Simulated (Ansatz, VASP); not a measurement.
# Cross-check of YVO4 (Wakefieldite-(Y)) between VASP and Ansatz, part 2 of 2

Wanted: the spread between two codes on one cell, functional and k mesh. The structure shown is the start of the Ansatz relaxation below; VASP solves that cell, so the two are compared at the walk's first step.

VASP 6.6.1 and Ansatz 0.2.0.

So far: The structure; Ansatz: relaxation, r2SCAN.

## (3) VASP: single point, r2SCAN, start cell

Level of this step: r2SCAN, no spin polarisation; plane waves and PAW (Y_sv, V_sv, O) (VASP).

The same cell, functional, mesh and smearing now go to VASP, with its own data sets.

Lines of VASP's logs that name or quote its potential files are left out, and so is its time.

The input, INCAR:

```
SYSTEM = YVO4
PREC = Accurate
ENCUT = 580
EDIFF = 1E-06
NELM = 120
ISMEAR = -1
SIGMA = 0.02
LREAL = .FALSE.
ALGO = Normal
METAGGA = R2SCAN
LASPH = .TRUE.
NBANDS = 60
LORBIT = 11
LWAVE = .FALSE.
LCHARG = .FALSE.
ISIF = 2
GGA_COMPAT = .FALSE.
EFERMI = MIDGAP
LMIXTAU = .TRUE.
KPAR = 2
```

The input, POSCAR:

```
YVO4
1.0
   -3.5591500000      3.5591500000      3.1446500000
    3.5591500000     -3.5591500000      3.1446500000
    3.5591500000      3.5591500000     -3.1446500000
Y V O
2 2 8
Direct
    0.7500000000      0.2500000000      0.5000000000
    0.0000000000      0.0000000000      0.0000000000
    0.5000000000      0.5000000000      0.0000000000
    0.2500000000      0.7500000000      0.5000000000
    0.5100000292      0.3258000095      0.1842000197
    0.0758000095      0.3915999899      0.3157999803
    0.1415999899      0.3258000095      0.8157999803
    0.0758000095      0.7600000292      0.6842000197
    0.2399999708      0.9241999905      0.3157999803
    0.6741999905      0.4899999708      0.8157999803
    0.6084000101      0.9241999905      0.6842000197
    0.6741999905      0.8584000101      0.1842000197
```

The input, KPOINTS:

```
Automatic mesh
0
Gamma
6 6 6
0 0 0
```

Potentials, in the order of the species: Y_sv, V_sv and O (PBE family, release 64).

The run is started by

```bash
$ mpirun -np 2 vasp_std
```

Numbers of over 12 decimals in the logs are rounded to 6 here.

The program printed:

```text
[banner, memory and clock lines left out]
running    2 mpi-ranks, on    1 nodes
 distrk:  each k-point on    1 cores,    2 groups
 distr:  one band on    1 cores,    1 groups

 POSCAR found type information on POSCAR Y V O
 POSCAR found :  3 types and      12 ions
|                                                                             |
|               ----> ADVICE to this user running VASP <----                  |
|                                                                             |
|     You enforced a specific xc type in the INCAR file but a different       |
|     [... a line on the potential file left out ...]
|     I HOPE YOU KNOW WHAT YOU ARE DOING!                                     |
|                                                                             |

 LDA part: xc-table for (None), standard interpolation
 POSCAR, INCAR and KPOINTS ok, starting setup
 FFT: planning ... GRIDC
 FFT: planning ... GRID_SOFT
 FFT: planning ... GRID
 WAVECAR not read
 entering main loop
       N       E                     dE             d eps       ncg     rms          rms(c)
DAV:   1     0.106398456756E+04    0.10640E+04   -0.57840E+04  3616   0.182E+03
DAV:   2    -0.103327331236E+03   -0.11673E+04   -0.11225E+04  4152   0.501E+02
DAV:   3    -0.211408417907E+03   -0.10808E+03   -0.10731E+03  4584   0.155E+02
DAV:   4    -0.215365369406E+03   -0.39570E+01   -0.39459E+01  5568   0.258E+01
DAV:   5    -0.215499767861E+03   -0.13440E+00   -0.13432E+00  5208   0.406E+00    0.893E+01
DAV:   6    -0.168861691795E+03    0.46638E+02   -0.15085E+02  4996   0.896E+01    0.420E+01
DAV:   7    -0.160178568051E+03    0.86831E+01   -0.97310E+01  4704   0.792E+01    0.448E+01
DAV:   8    -0.155088123764E+03    0.50904E+01   -0.80457E+00  4804   0.211E+01    0.148E+01
DAV:   9    -0.159438369736E+03   -0.43502E+01   -0.49918E+00  4624   0.140E+01    0.886E+00
DAV:  10    -0.156395071782E+03    0.30433E+01   -0.24286E+00  3864   0.893E+00    0.342E+00
DAV:  11    -0.156270122226E+03    0.12495E+00   -0.37712E-01  3992   0.345E+00    0.891E-01
DAV:  12    -0.156044679866E+03    0.22544E+00   -0.14007E-01  3816   0.237E+00    0.107E+00
DAV:  13    -0.156290962100E+03   -0.24628E+00   -0.69727E-02  3816   0.158E+00    0.395E-01
DAV:  14    -0.156296265940E+03   -0.53038E-02   -0.71743E-03  4244   0.545E-01    0.149E-01
DAV:  15    -0.156297786120E+03   -0.15202E-02   -0.11746E-03  4000   0.223E-01    0.524E-02
DAV:  16    -0.156298132068E+03   -0.34595E-03   -0.47896E-04  3832   0.146E-01    0.341E-02
DAV:  17    -0.156298246510E+03   -0.11444E-03   -0.53499E-05  4096   0.501E-02    0.188E-02
DAV:  18    -0.156298289826E+03   -0.43316E-04   -0.17042E-05  4044   0.291E-02    0.217E-02
DAV:  19    -0.156298308699E+03   -0.18872E-04   -0.72135E-06  3400   0.159E-02    0.976E-03
DAV:  20    -0.156298310597E+03   -0.18983E-05   -0.22083E-06  2420   0.908E-03    0.189E-03
DAV:  21    -0.156298311072E+03   -0.47552E-06   -0.28560E-07  2160   0.341E-03
   1 F= -.15629831E+03 E0= -.15629831E+03  d E =0.000000E+00
```

Parts of OUTCAR (step 3):

```text
ion  position               nearest neighbor table
   1  0.750  0.250  0.500-   5 2.30  10 2.30   7 2.30  12 2.30   8 2.43   9 2.43   6 2.43  11 2.43
                             4 3.14   4 3.14   2 3.89   2 3.89   2 3.89   2 3.89
   2  0.000  0.000  0.000-   8 2.30   9 2.30   6 2.30  11 2.30   5 2.43  10 2.43  12 2.43   7 2.43
                             3 3.14   3 3.14   1 3.89   1 3.89   1 3.89   1 3.89
   3  0.500  0.500  0.000-   7 1.71  12 1.71  10 1.71   5 1.71   2 3.14   2 3.14
   4  0.250  0.750  0.500-   6 1.71  11 1.71   9 1.71   8 1.71   1 3.14   1 3.14
   5  0.510  0.326  0.184-   3 1.71   1 2.30   2 2.43
   6  0.076  0.392  0.316-   4 1.71   2 2.30   1 2.43
   7  0.142  0.326  0.816-   3 1.71   1 2.30   2 2.43
   8  0.076  0.760  0.684-   4 1.71   2 2.30   1 2.43
   9  0.240  0.924  0.316-   4 1.71   2 2.30   1 2.43
  10  0.674  0.490  0.816-   3 1.71   1 2.30   2 2.43
  11  0.608  0.924  0.684-   4 1.71   2 2.30   1 2.43
  12  0.674  0.858  0.184-   3 1.71   1 2.30   2 2.43

  LATTYP: Found a body centered tetragonal cell.
 ALAT       =     7.1183000000
 C/A-ratio  =     0.8835396092

 Subroutine GETGRP returns: Found 16 space group operations
 (whereof  8 operations were pure point group operations)

The static configuration has the point symmetry D_2d.
 The point group associated with its full space group is D_4h.

 Found     30 irreducible k-points:

   k-points           NKPTS =     30   k-points in BZ     NKDIM =     30   number of bands    NBANDS=     60

   dimension x,y,z NGX =    48 NGY =   48 NGZ =   48
   dimension x,y,z NGXF=    96 NGYF=   96 NGZF=   96

   ENCUT  =  580.0 eV  42.63 Ry    6.53 a.u.  11.65 11.65 11.65*2*pi/ulx,y,z

   NELECT =      96.0000    total number of electrons

 k-points in reciprocal lattice and weights: Automatic mesh
   0.00000000  0.00000000  0.00000000       0.005
   0.16666667  0.00000000  0.00000000       0.037
   0.33333333  0.00000000  0.00000000       0.037
   0.50000000  0.00000000 -0.00000000       0.019
   0.16666667  0.16666667 -0.00000000       0.037
   0.33333333  0.16666667 -0.00000000       0.074
   0.50000000  0.16666667 -0.00000000       0.074
  -0.33333333  0.16666667  0.00000000       0.074
  -0.16666667  0.16666667  0.00000000       0.019
[...]
-0.33333333 -0.33333333  0.33333333       0.009
   0.50000000  0.50000000  0.50000000       0.005

 average (electrostatic) potential at core
       1 -40.6048       2 -40.6048       3 -83.6045       4 -83.6045       5 -75.8569
       6 -75.8569       7 -75.8569       8 -75.8569       9 -75.8569      10 -75.8569
      11 -75.8569      12 -75.8569

 E-fermi :   2.6591

 k-point     1 :       0.0000    0.0000    0.0000
  band No.  band energies     occupation
    ...
     44       0.6062      2.00000
     45       0.6062      2.00000
     46       0.6096      2.00000
     47       0.6096      2.00000
     48       0.9989      2.00000
     49       4.3194      0.00000
     50       5.0400      0.00000
     51       5.2441      0.00000
     52       5.2622      0.00000
     53       5.5820      0.00000
    ...

 k-point     2 :       0.1667    0.0000    0.0000
  band No.  band energies     occupation
    ...
     44       0.3698      2.00000
     45       0.5104      2.00000
     46       0.6728      2.00000
     47       0.7229      2.00000
     48       0.9742      2.00000
     49       4.4782      0.00000
     50       5.0598      0.00000
     51       5.2301      0.00000
     52       5.2524      0.00000
     53       5.7311      0.00000
    ...

 k-point     3 :       0.3333    0.0000    0.0000
  band No.  band energies     occupation
    ...
     44       0.0685      2.00000
     45       0.3609      2.00000
     46       0.4685      2.00000
     47       0.7771      2.00000
     48       0.9211      2.00000
     49       4.8188      0.00000
     50       5.1156      0.00000
     51       5.2035      0.00000
     52       5.2235      0.00000
     53       6.0230      0.00000
    ...

  Total        0.7398489      0.7398489      0.7021807      0.0000000     -0.0000000      0.0000000
  in kB        7.4392429      7.4392429      7.0604861      0.0000000     -0.0000000      0.0000000
  external PRESSURE =       7.3129906 kB  Pullay stress =       0.0000000 kB

  energy-cutoff  :      580.00
  volume of cell :      159.34
      direct lattice vectors                 reciprocal lattice vectors
    -3.559150000  3.559150000  3.144650000     0.000000000  0.140482980  0.159000207
     3.559150000 -3.559150000  3.144650000     0.140482980  0.000000000  0.159000207
     3.559150000  3.559150000 -3.144650000     0.140482980  0.140482980  0.000000000

 POSITION                                       TOTAL-FORCE (eV/Angst)
 -----------------------------------------------------------------------------------
     -0.00000      3.55915      1.57232        -0.000000      0.000000     -0.000000
      0.00000      0.00000      0.00000        -0.000000      0.000000     -0.000000
      0.00000      0.00000      3.14465        -0.000000      0.000000     -0.000000
      3.55915     -0.00000      1.57232        -0.000000      0.000000     -0.000000
      0.00000      1.31119      2.04905        -0.000000      0.084878     -0.025770
      2.24796     -0.00000      0.47673        -0.084878     -0.000000     -0.025770
      3.55915      2.24796     -1.09560        -0.000000     -0.084878     -0.025770
      4.87034      0.00000      0.47673         0.084878      0.000000     -0.025770
      3.55915     -1.31119      2.66792        -0.000000     -0.084878      0.025770
      2.24796      3.55915      1.09560        -0.084878      0.000000      0.025770
      3.55915      1.31119      2.66792        -0.000000      0.084878      0.025770
      1.31119      0.00000      4.24025         0.084878      0.000000      0.025770
 -----------------------------------------------------------------------------------
    total drift:                               -0.000000     -0.000000      0.000000

  FREE ENERGIE OF THE ION-ELECTRON SYSTEM (eV)
  ---------------------------------------------------
  free  energy   TOTEN  =      -156.2983110725 eV

  energy  without entropy=     -156.2983110725  energy(sigma->0) =     -156.29831107

 total charge
# of ion       s       p       d       f       tot
--------------------------------------------------
    1        2.140   6.408   0.837   0.133   9.517
    2        2.140   6.408   0.837   0.133   9.517
    3        2.415   6.464   3.248   0.000  12.127
    4        2.415   6.464   3.248   0.000  12.127
    5        1.579   3.498   0.000   0.000   5.077
    6        1.579   3.498   0.000   0.000   5.077
    7        1.579   3.498   0.000   0.000   5.077
    8        1.579   3.498   0.000   0.000   5.077
    9        1.579   3.498   0.000   0.000   5.077
   10        1.579   3.498   0.000   0.000   5.077
   11        1.579   3.498   0.000   0.000   5.077
   12        1.579   3.498   0.000   0.000   5.077
--------------------------------------------------
tot         21.739  53.728   8.170   0.266  83.902

[... 3 further parts left out ...]
```

This run has no spin polarisation, so a moment on V, if there is one, isn't seen.

## (4) Comparison

Known differences besides the potentials themselves: VASP keeps PBE cores, Ansatz makes them for the functional; the cutoff is 650 eV in Ansatz and 580 eV in VASP. Total energies have different zeros and are not compared.

Forces on 7 of the 12 atoms, those with the largest forces and the largest differences (eV/Å; atoms numbered as in POSCAR):

```
atom         Ansatz x, y, z           VASP x, y, z
  O5   0.000, -0.083, 0.098   0.000, 0.085, -0.026
  O6    0.083, 0.000, 0.098  -0.085, 0.000, -0.026
  O7    0.000, 0.083, 0.098  0.000, -0.085, -0.026
  O8   -0.083, 0.000, 0.098   0.085, 0.000, -0.026
 O10   0.083, 0.000, -0.098   -0.085, 0.000, 0.026
 O11  0.000, -0.083, -0.098    0.000, 0.085, 0.026
 O12  -0.083, 0.000, -0.098    0.085, 0.000, 0.026
```

The forces differ by 98 meV/Å r.m.s., which is 235.3 % of the r.m.s. force of 0.042 eV/Å (both taken over all components).

## (5) Outcome

- r.m.s. force difference (single point, r2SCAN, start cell): 98 meV/Å

In words: The r.m.s. force difference is 98 meV/Å (single point, r2SCAN, start cell), beyond the 12 meV/Å picked in this series as the mark of a large difference. What causes the difference of the single point, r2SCAN, start cell pair stays open here. Such differences can come from data sets, numerical settings and the points named under the comparisons, not from the functional's error against experiment.

[Lines on the potential files, build, host, timing and source positions are cut from VASP's logs without a mark.]

[Logs are printed without paths, hosts, clocks, repeated set-up lines and the standing remarks that a program may print on its own settings, such as how far it seeks lower states.]

[Hosts, paths, dates, database ids (printed as entryN), source tags and the programs' standing remarks are cut or masked in the printed files.]
